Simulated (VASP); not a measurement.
A run of VASP 6.6.1 is set up as follows.

The input INCAR:

```
  ALGO = Normal
  EDIFF = 1E-7
  ENCUT = 520
  ISIF = 2
  ISMEAR = -1
  KPAR = 4
  LASPH = T
  LCHARG = F
  LMAXMIX = 4
  LMIXTAU = T
  LREAL = F
  LWAVE = F
  METAGGA = R2SCAN
  NBANDS = 53
  NELM = 100
  PREC = Accurate
  SIGMA = 0.05
```

Contents of KPOINTS:

```
k-points
0
Gamma
  6 6 3
```

POSCAR

```
Hf2Pd2Se2Br2O3                          
1.0
    5.6986733004     -0.0003013446      0.0000000000
   -2.8495926746      4.9350436475      0.0000000000
    0.0000000000      0.0000000000      8.2196420622
  Hf              Pd              Se              Br              O             
     2     2     2     2     3
Direct
     0.3333321590212707    0.6666678409784809    0.5390663263612961
     0.6666678409787293    0.3333321590215192    0.5390663263612961
     0.3333151942029229    0.6666848057970517    0.1398944927440959
     0.6666848057970771    0.3333151942029483    0.1398944927440959
     0.3333167440311136    0.6666832559688813    0.8599202427270135
     0.6666832559688866    0.3333167440311184    0.8599202427270135
     0.0000000000000000    0.0000000000000000    0.1410546237723678
     0.0000000000000000    0.0000000000000000    0.6493185027129865
     0.5000000000000000    0.0000000000000000    0.4222029430462362
     0.0000000000000000    0.5000000000000000    0.4222029430462362
     0.5000000000000000    0.5000000000000000    0.4221988637573638
```

KPOINTS_OPT

```
path GMKGALHA,LM,KH
20
line-mode
reciprocal
 0.0000000000  0.0000000000  0.0000000000  G
 0.5000000000  0.0000000000  0.0000000000  M

 0.5000000000  0.0000000000  0.0000000000  M
 0.3333333333  0.3333333333  0.0000000000  K

 0.3333333333  0.3333333333  0.0000000000  K
 0.0000000000  0.0000000000  0.0000000000  G

 0.0000000000  0.0000000000  0.0000000000  G
 0.0000000000  0.0000000000  0.5000000000  A

 0.0000000000  0.0000000000  0.5000000000  A
 0.5000000000  0.0000000000  0.5000000000  L

 0.5000000000  0.0000000000  0.5000000000  L
 0.3333333333  0.3333333333  0.5000000000  H

 0.3333333333  0.3333333333  0.5000000000  H
 0.0000000000  0.0000000000  0.5000000000  A

 0.5000000000  0.0000000000  0.5000000000  L
 0.5000000000  0.0000000000  0.0000000000  M

 0.3333333333  0.3333333333  0.0000000000  K
 0.3333333333  0.3333333333  0.5000000000  H
```

Potentials or basis: VASP PAW PBE potentials, release 64 (Hf_pv, Pd, Se, Br, O).

The run is started by

```bash
$ cat potpaw_PBE.64/Hf_pv/POTCAR potpaw_PBE.64/Pd/POTCAR potpaw_PBE.64/Se/POTCAR potpaw_PBE.64/Br/POTCAR potpaw_PBE.64/O/POTCAR > POTCAR
$ mpirun -np 4 vasp_std > vasp.out
```

**Question.** Predict the band gap along the path.

**Answer.** None (metal or under the smearing width).

**Question.** What does it give for the largest force?

**Answer.** 0.026 eV/Å.

Forces in eV/Å, atoms in the order of the input:
```
Hf   0.004 -0.003  0.026
Hf  -0.004  0.003  0.026
Pd   0.000  0.000  0.001
Pd   0.000  0.000  0.001
Se  -0.001  0.000 -0.002
Se   0.001  0.000 -0.002
Br   0.000  0.000  0.011
Br   0.000  0.000 -0.018
O    0.000  0.000 -0.015
O    0.000  0.000 -0.015
O    0.000  0.000 -0.012
```

Caveat: the PAW data sets were made with another functional, which shifts forces and pressure a little; spin-orbit coupling is left out, which moves the levels of the heavy elements.
